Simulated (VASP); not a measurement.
# BN (Qingsongite): exact exchange and RPA correlation, part 6 of 6

How do semilocal functionals compare with the RPA for BN (Qingsongite), and at what cost? The scan starts from a database cell scaled to its smallest volume. The cell is of the zinc-blende type. The start is a cell from a database of measured crystal structures.

VASP 6.6.1, plane waves and PAW; the level of theory is named at each step.

So far. Step 30 (Orbitals, volume ratio 1.06): The run ends at a pressure of -17.06 GPa. Step 31 (Exact exchange, volume ratio 1.06): The Hartree-Fock energy on these orbitals is -14.7247 eV an atom.

### Step 32. Empty bands, volume ratio 1.06

This step: PBE; plane waves and PAW (N_GW, B_GW) (VASP 6.6.1).

The empty bands are made again, for the run that follows.

The input, INCAR:

```
SYSTEM = BN
PREC = Accurate
ENCUT = 570
ISMEAR = 0
SIGMA = 0.05
LREAL = .FALSE.
GGA = PE
NBANDS = 392
ALGO = Exact
NELM = 1
LWAVE = .TRUE.
LCHARG = .FALSE.
LOPTICS = .TRUE.
NEDOS = 1000
CSHIFT = 0.1
```

The input, POSCAR:

```
BN
1.0
    0.0000000000      1.8429501765      1.8429501765
    1.8429501765      0.0000000000      1.8429501765
    1.8429501765      1.8429501765      0.0000000000
N B
1 1
Direct
    0.7500000000      0.7500000000      0.7500000000
    0.0000000000      0.0000000000      0.0000000000
```

The input, KPOINTS:

```
Automatic mesh
0
Gamma
6 6 6
0 0 0
```

PAW data sets: N_GW and B_GW (PBE family, release 64).

Run with:

```bash
$ mpirun -np 8 vasp_std
```

The log of the run:

```text
[banner, memory and clock lines left out]
running    8 mpi-ranks, on    1 nodes
[...]
[... a notice as in an earlier step ...]

 LDA part: xc-table for (Slater+PW92), standard interpolation
 found WAVECAR, reading the header
  number of bands has changed, file:    10 present:   392
  trying to continue reading WAVECAR, but it might fail
 POSCAR, INCAR and KPOINTS ok, starting setup
[...]
reading WAVECAR
 random initialization beyond band           10
 the WAVECAR file was read successfully
 initial charge from wavefunction
 entering main loop
       N       E                     dE             d eps       ncg     rms          rms(c)
DIA:   1    -0.174283E+02   -0.17428E+02    0.00000E+00     0   0.000E+00
   1 F= -.17428329E+02 E0= -.17428329E+02  d E =-.346478E-64
 writing wavefunctions
 optical routines
 imaginary and real dielectric function
 recalculating local potential from charge density
 direction            1
 direction            2
 direction            3
```

It took 1.8 s on 8 MPI ranks of Intel Xeon 6975P-C (Granite Rapids), shared host; peak memory 0.88 GiB.

From OUTCAR (step 32):

```text
  Total       -1.3331037     -1.3331037     -1.3331037     -0.0000000     -0.0000000     -0.0000000
  in kB     -170.6097077   -170.6097077   -170.6097077     -0.0000000     -0.0000000     -0.0000000
  external PRESSURE =    -170.6097077 kB  Pullay stress =       0.0000000 kB

  FREE ENERGIE OF THE ION-ELECTRON SYSTEM (eV)
  ---------------------------------------------------
  free  energy   TOTEN  =       -17.4283288280 eV

  energy  without entropy=      -17.4283288280  energy(sigma->0) =      -17.42832883

[... 2 parts as in an earlier step ...]

[... 2 further parts left out ...]
[key lines of the parts left out:]
E-fermi :   7.3507
```

WAVECAR now holds 392 bands for 8 electrons.

### Step 33. RPA correlation, volume ratio 1.06

This step: RPA correlation on PBE orbitals; plane waves and PAW (N_GW, B_GW) (VASP 6.6.1).

RPA correlation at this point.

The input, INCAR:

```
SYSTEM = BN
PREC = Accurate
ENCUT = 570
ISMEAR = 0
SIGMA = 0.05
LREAL = .FALSE.
GGA = PE
NBANDS = 392
ALGO = ACFDT
ENCUTGW = 200
NOMEGA = 12
PRECFOCK = Fast
LWAVE = .FALSE.
LCHARG = .FALSE.
```

POSCAR is that of step 32.

KPOINTS is that of step 32.

Run with:

```bash
$ mpirun -np 8 vasp_std
```

The log of the run:

```text
[banner, memory and clock lines left out]
running    8 mpi-ranks, on    1 nodes
[...]
[... a notice as in an earlier step ...]

 LDA part: xc-table for (Slater+PW92), standard interpolation
 found WAVECAR, reading the header
 POSCAR, INCAR and KPOINTS ok, starting setup
[...]
reading WAVECAR
 the WAVECAR file was read successfully
 initial charge from wavefunction
 available memory per node:     34.14 GB, setting MAXMEM to     34956

 The Fermi energy was updated, please check that it is located mid-gap
 values below the HOMO (VB) or above the LUMO (CB) will cause erroneous energies
 E-fermi :   8.9562

 the WAVEDER file was read successfully
 set NWRITE>2 for more details about minimax calculation
 number of imaginary grid points requested:      12
 number of distinct grids requested:  1
 quadrature errors minimized for energies in [ 0.440E+01, 0.576E+03 ]
 bosonic grid (T=0, re) determined with error: 0.4072E-08
 bosonic grid (re): 0.4072E-08
[...]
NQ=  10    0.3333    0.3333    0.0000,
|.........|.........|.........|.........
 performed      39920000 updates of chi_q(r,r)
 total number of BLAS operations       1862.19 Gflops
NQ=  11    0.5000    0.3333    0.0000,
|.........|.........|.........|.........
 performed      43912000 updates of chi_q(r,r)
 total number of BLAS operations       2056.53 Gflops
NQ=  12   -0.3333    0.3333    0.0000,
|.........|.........|.........|.........
 performed      47904000 updates of chi_q(r,r)
 total number of BLAS operations       2266.11 Gflops
NQ=  13    0.5000    0.5000    0.0000,
|.........|.........|.........|.........
 performed      51896000 updates of chi_q(r,r)
 total number of BLAS operations       2536.47 Gflops
NQ=  14    0.5000    0.3333    0.1667,
|.........|.........|.........|.........
 performed      55888000 updates of chi_q(r,r)
 total number of BLAS operations       2761.86 Gflops
NQ=  15   -0.3333    0.3333    0.1667,
|.........|.........|.........|.........
 performed      59880000 updates of chi_q(r,r)
 total number of BLAS operations       2976.64 Gflops
NQ=  16   -0.3333    0.5000    0.1667,
|.........|.........|.........|.........
 performed      63872000 updates of chi_q(r,r)
 total number of BLAS operations       3181.07 Gflops
 entering main loop
```

Run time: 18 s. Hardware: 8 MPI ranks; peak memory 1.6 GiB; 2.1 min of CPU time.

Parts of OUTCAR (step 33):

```text
      cutoff energy     smooth cutoff   RPA   correlation   Hartree contr. to MP2
---------------------------------------------------------------------------------
            200.000           160.000      -12.1034221359      -18.7880963280
            190.476           152.381      -11.9940787212      -18.6588590414
            181.406           145.125      -11.8787200771      -18.5210441777
            172.768           138.214      -11.7577354931      -18.3748014316
            164.541           131.632      -11.6282440166      -18.2165431851
            156.705           125.364      -11.4939329505      -18.0504289959
            149.243           119.394      -11.3528963950      -17.8736209211
            142.136           113.709      -11.2031609427      -17.6832590219
  linear regression

[... 2 parts as in an earlier step ...]

[... 2 further parts left out ...]
[key lines of the parts left out:]
E-fermi :   8.9562
```

The correlation energy is -6.7197 eV an atom, -16 meV against the point before. With exact exchange the total is -21.4444 eV an atom.

### Step 34. Comparison: r2SCAN, volume ratio 1.06

This step: r2SCAN; plane waves and PAW (N_GW, B_GW) (VASP 6.6.1).

The comparison at this point.

The input, INCAR:

```
SYSTEM = BN
PREC = Accurate
ENCUT = 570
EDIFF = 1E-06
NELM = 100
ISMEAR = 0
SIGMA = 0.05
LREAL = .FALSE.
ALGO = Normal
METAGGA = R2SCAN
LASPH = .TRUE.
NBANDS = 10
LWAVE = .FALSE.
LCHARG = .FALSE.
KPAR = 8
```

POSCAR is that of step 33.

KPOINTS is that of step 33.

Run with:

```bash
$ mpirun -np 8 vasp_std
```

The log of the run:

```text
[... set-up lines as in an earlier step ...]
 entering main loop
       N       E                     dE             d eps       ncg     rms          rms(c)
DAV:   1     0.356374E+02    0.35637E+02   -0.56385E+03   320   0.934E+02
DAV:   2    -0.208686E+02   -0.56506E+02   -0.51440E+02   376   0.263E+02
DAV:   3    -0.228227E+02   -0.19541E+01   -0.19490E+01   412   0.464E+01
DAV:   4    -0.228333E+02   -0.10542E-01   -0.10541E-01   402   0.352E+00
[...]
DAV:  10    -0.191051E+02   -0.11125E-04   -0.65215E-04   372   0.290E-01    0.579E-03
DAV:  11    -0.191051E+02   -0.24395E-05   -0.11045E-05   370   0.371E-02    0.336E-03
DAV:  12    -0.191051E+02   -0.87672E-06   -0.62977E-07   232   0.851E-03
   1 F= -.19105072E+02 E0= -.19105072E+02  d E =-.774008E-25
```

Elapsed: 2.4 s, on 8 MPI ranks; peak memory 0.87 GiB.

OUTCAR, selected parts (step 34):

```text
  Total       -1.6965923     -1.6965923     -1.6965923      0.0000000      0.0000000     -0.0000000
  in kB     -217.1287322   -217.1287322   -217.1287322      0.0000000      0.0000000     -0.0000000
  external PRESSURE =    -217.1287322 kB  Pullay stress =       0.0000000 kB

  FREE ENERGIE OF THE ION-ELECTRON SYSTEM (eV)
  ---------------------------------------------------
  free  energy   TOTEN  =       -19.1050723891 eV

  energy  without entropy=      -19.1050723891  energy(sigma->0) =      -19.10507239

[... 3 parts as in an earlier step ...]

[... 1 further part left out ...]
[key lines of the parts left out:]
E-fermi :   6.9496
```

Its energy is -9.5525 eV an atom, on a zero of its own.

### Step 35. Orbitals for comparison: HSE06, volume ratio 1.06

This step: PBE; plane waves and PAW (N_GW, B_GW) (VASP 6.6.1).

Starting orbitals, as before.

The input, INCAR:

```
SYSTEM = BN
PREC = Accurate
ENCUT = 570
EDIFF = 1E-05
NELM = 100
ISMEAR = 0
SIGMA = 0.05
LREAL = .FALSE.
ALGO = Normal
GGA = PE
NBANDS = 10
LORBIT = 11
LWAVE = .TRUE.
LCHARG = .FALSE.
KPAR = 8
```

POSCAR is that of step 34.

KPOINTS is that of step 34.

Run with:

```bash
$ mpirun -np 8 vasp_std
```

The log of the run:

```text
[... set-up lines as in an earlier step ...]
 entering main loop
       N       E                     dE             d eps       ncg     rms          rms(c)
[... 10 cycles as in an earlier step ...]
DAV:  11    -0.174283E+02   -0.51765E-05   -0.86591E-06   342   0.294E-02
   1 F= -.17428329E+02 E0= -.17428329E+02  d E =-.657124E-24
 writing wavefunctions
```

The job ended after 1 s (8 MPI ranks; peak memory 0.89 GiB).

OUTCAR, selected parts (step 35):

```text
  Total       -1.3282355     -1.3282355     -1.3282355      0.0000000     -0.0000000      0.0000000
  in kB     -169.9866748   -169.9866748   -169.9866748      0.0000000     -0.0000000      0.0000000
  external PRESSURE =    -169.9866748 kB  Pullay stress =       0.0000000 kB

  FREE ENERGIE OF THE ION-ELECTRON SYSTEM (eV)
  ---------------------------------------------------
  free  energy   TOTEN  =       -17.4283288784 eV

  energy  without entropy=      -17.4283288784  energy(sigma->0) =      -17.42832888

[... 3 parts as in an earlier step ...]

[... 1 further part left out ...]
[key lines of the parts left out:]
E-fermi :   7.1028
```

The run ends at a pressure of -17.00 GPa.

### Step 36. Comparison: HSE06, volume ratio 1.06

This step: HSE06; plane waves and PAW (N_GW, B_GW) (VASP 6.6.1).

The comparison at this point.

The input, INCAR:

```
SYSTEM = BN
PREC = Accurate
ENCUT = 570
EDIFF = 1E-06
NELM = 100
ISMEAR = 0
SIGMA = 0.05
LREAL = .FALSE.
ALGO = Normal
LHFCALC = .TRUE.
AEXX = 0.25
GGA = PE
HFSCREEN = 0.2
LASPH = .TRUE.
NBANDS = 10
PRECFOCK = Fast
LWAVE = .FALSE.
LCHARG = .FALSE.
KPAR = 8
```

POSCAR is that of step 35.

KPOINTS is that of step 35.

The run starts from files that an earlier step left in the folder.

Run with:

```bash
$ mpirun -np 8 vasp_std
```

The log of the run:

```text
[... set-up lines as in an earlier step ...]
 entering main loop
       N       E                     dE             d eps       ncg     rms          rms(c)
DAV:   1    -0.203092E+02   -0.20309E+02   -0.31697E-01   458   0.762E+00    0.381E-01
DAV:   2    -0.203096E+02   -0.42735E-03   -0.14206E-03   388   0.388E-01    0.245E-01
DAV:   3    -0.203089E+02    0.75332E-03   -0.48329E-04   456   0.226E-01    0.143E-01
DAV:   4    -0.203087E+02    0.19960E-03   -0.16084E-04   482   0.146E-01    0.819E-02
DAV:   5    -0.203086E+02    0.56279E-04   -0.38936E-05   480   0.868E-02    0.461E-02
DAV:   6    -0.203086E+02    0.15878E-04   -0.10260E-05   478   0.475E-02    0.258E-02
DAV:   7    -0.203086E+02    0.45439E-05   -0.26241E-06   370   0.245E-02    0.147E-02
DAV:   8    -0.203086E+02    0.12075E-05   -0.67620E-07   182   0.127E-02    0.850E-03
DAV:   9    -0.203086E+02    0.36831E-06   -0.28343E-07   178   0.700E-03
   1 F= -.20308604E+02 E0= -.20308604E+02  d E =-.807316E-21
```

Wall time 6.2 s (8 MPI ranks); peak memory 1.6 GiB.

OUTCAR, selected parts (step 36):

```text
 POSITION                                       TOTAL-FORCE (eV/Angst)
 -----------------------------------------------------------------------------------
      2.76443      2.76443      2.76443         0.000000      0.000000     -0.000000
      0.00000      0.00000      0.00000        -0.000000     -0.000000      0.000000
 -----------------------------------------------------------------------------------
    total drift:                               -0.000002     -0.000000     -0.000001

  FREE ENERGIE OF THE ION-ELECTRON SYSTEM (eV)
  ---------------------------------------------------
  free  energy   TOTEN  =       -20.3086040996 eV

  energy  without entropy=      -20.3086040996  energy(sigma->0) =      -20.30860410

[... 2 parts as in an earlier step ...]

[... 1 further part left out ...]
[key lines of the parts left out:]
E-fermi :   6.2136
```

Its energy is -10.1543 eV an atom, on a zero of its own.

### Step 37. Summary

This step: exact exchange and RPA correlation on PBE orbitals, beside r2SCAN, beside HSE06; plane waves and PAW (VASP 6.6.1).

Derived from the runs above.

This step gave:

```yaml
equilibrium_volume_exx_rpa: 5.979 Å³/atom
bulk_modulus: 384.2 GPa
```

The energy above the lowest point by volume; values in meV/atom:

| volume (Å³/atom) | PBE | EXX | EXX+RPA | r2SCAN | HSE06 |
| --- | --- | --- | --- | --- | --- |
| 5.551 | 34.8 | 12.0 | 39.0 | 24.7 | 14.3 |
| 5.728 | 10.1 | 0 | 12.1 | 5.02 | 0 |
| 5.905 | 0 | 3.62 | 0 | 0 | 0.319 |
| 6.082 | 2.64 | 20.8 | 0.838 | 7.74 | 13.3 |
| 6.260 | 16.3 | 49.9 | 13.7 | 26.6 | 37.3 |

Cost is wall time times ranks on a shared host; the RPA row holds all its steps. Fits of the equation of state:

| level | V0 (Å³/atom) | B0 (GPa) | fit error (meV/atom) | minimum inside the series | cost a point (core minutes) |
| --- | --- | --- | --- | --- | --- |
| PBE | 5.954 | 371.7 | 9.44e-4 | yes | 0.17 |
| EXX | 5.772 | 443.3 | 8.26e-4 | yes | 0.8 |
| EXX+RPA | 5.979 | 384.2 | 0.04978 | yes | 3.31 |
| r2SCAN | 5.882 | 389.2 | 9.09e-4 | yes | 0.33 |
| HSE06 | 5.811 | 404.5 | 9.33e-4 | yes | 0.88 |

### Step 38. Results

```yaml
pbe: V0 5.954 Å³/atom, B0 372 GPa
exx: V0 5.772 Å³/atom, B0 443 GPa
exx_rpa: V0 5.979 Å³/atom, B0 384 GPa
r2scan: V0 5.882 Å³/atom, B0 389 GPa
hse06: V0 5.811 Å³/atom, B0 404 GPa
```

Exact exchange with RPA correlation puts the minimum at 5.979 Å³ an atom, with a bulk modulus of 384 GPa. PBE puts the volume 0.42 % below EXX+RPA, at roughly 1/19 of its cost. r2SCAN puts the volume 1.6 % below EXX+RPA, at roughly 1/10 of its cost. HSE06 puts the volume 2.8 % below EXX+RPA, at roughly 1/4 of its cost. Correlation widens the exact-exchange volume by 3.6 %. Neither mesh nor response cutoff was varied, so differences in volume under about 1 % aren't resolved. Exact exchange and correlation are taken on one coarse mesh and aren't self-consistent; the correlation energy is extrapolated in the response cutoff by the program, which at the first volume adds -691 meV an atom to the value at the highest cutoff and varies with the volume; a small fit error says nothing about that part. NBANDS follows the largest plane-wave count of any k point, which rises in steps with the volume. The cheaper functionals share the mesh. Not tabulated here, as repeats of values shown or as unfit to read for their mesh, reference level or band range: eps2 curves (empty bands); eps1 curves and static values (empty bands); gaps (empty bands).

[Long decimals in the printed logs are rounded to 6 places.]

[Lines on the potential files, build, host, timing and source positions are cut from VASP's logs without a mark.]

[Logs are printed without paths, hosts, clocks, repeated set-up lines and the standing remarks that a program may print on its own settings, such as how far it seeks lower states.]

[Hosts, paths, dates, database ids (printed as entryN), source tags and the programs' standing remarks are cut or masked in the printed files.]

[Measured values are set beside computed ones only where the two were judged alike; some that the calculation misses by far are left out.]

[Pressures printed for these runs are not shown converged in the cutoff: they can be off by several GPa and have the wrong sign.]
